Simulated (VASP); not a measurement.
These are r2SCAN meta-GGA, VASP's PBE PAW potentials (set 64) (plane waves; VASP) values and carry that method's errors.

A VASP calculation is set up with these files.

File KPOINTS:
```
Automatic
0
gamma
  7 7 7
```

File POSCAR:
```
NaI
1
    0.0000000000     3.2350000000     3.2350000000
    3.2350000000     0.0000000000     3.2350000000
    3.2350000000     3.2350000000     0.0000000000
Na I
1 1
Direct
  0.0000000000   0.0000000000   0.0000000000
  0.5000000000   0.5000000000   0.5000000000
```

INCAR:
```
# general
SYSTEM   =  NaI
PREC     =  Accurate
ENCUT    =  480   # plane-wave cut-off (eV)
LREAL    =  F   # projection in real space or not
LASPH    =  T   # aspherical one-centre terms

# electronic loop
EDIFF    =  1E-6   # SCF stop (eV)
NELM     =  100   # most electronic steps
ALGO     =  Normal
LMAXMIX  =  4   # l cut-off of mixed one-centre charges
LMIXTAU  =  T

# smearing
ISMEAR   =  0   # Gaussian
SIGMA    =  0.05   # width (eV)

# functional
METAGGA  =  R2SCAN

# ions
IBRION   =  2   # conjugate gradients
NSW      =  60   # most ionic steps
ISIF     =  3
EDIFFG   =  -0.01

# output
LWAVE    =  F
LCHARG   =  F
```

POTCAR, in this order: Na_pv I (PBE.64 set). Program: vasp_std.

Unless said otherwise, spin-orbit coupling is left out, though it shifts the bands of the heavy elements here.

Predict the energy per atom (σ→0), volume per atom, band gap (on the k-mesh).

The energy per atom (σ→0) comes out as -15.543 eV/atom and the band gap (on the k-mesh) comes out as 4.48 eV. The volume per atom is 33.50 Å³/atom.

OSZICAR:
```
...
DAV:   6    -0.310858247258E+02    0.11633E-03   -0.10474E-04   449   0.145E-01    0.187E-01
DAV:   7    -0.310859208028E+02   -0.96077E-04   -0.70383E-05   452   0.893E-02    0.234E-01
DAV:   8    -0.310859547679E+02   -0.33965E-04   -0.47134E-05   446   0.990E-02    0.288E-01
DAV:   9    -0.310859675334E+02   -0.12766E-04   -0.57369E-06   452   0.312E-02    0.315E-01
DAV:  10    -0.310859486574E+02    0.18876E-04   -0.35755E-06   449   0.253E-02    0.233E-01
DAV:  11    -0.310859378949E+02    0.10763E-04   -0.26493E-06   461   0.162E-02    0.151E-01
DAV:  12    -0.310859387893E+02   -0.89440E-06   -0.33304E-06   449   0.187E-02
   2 F= -.31085939E+02 E0= -.31085939E+02  d E =-.429770E-03
```

The compound is NaI in the rock salt structure. This run relaxes it. Symmetry was kept, so distortions that lower it aren't found.
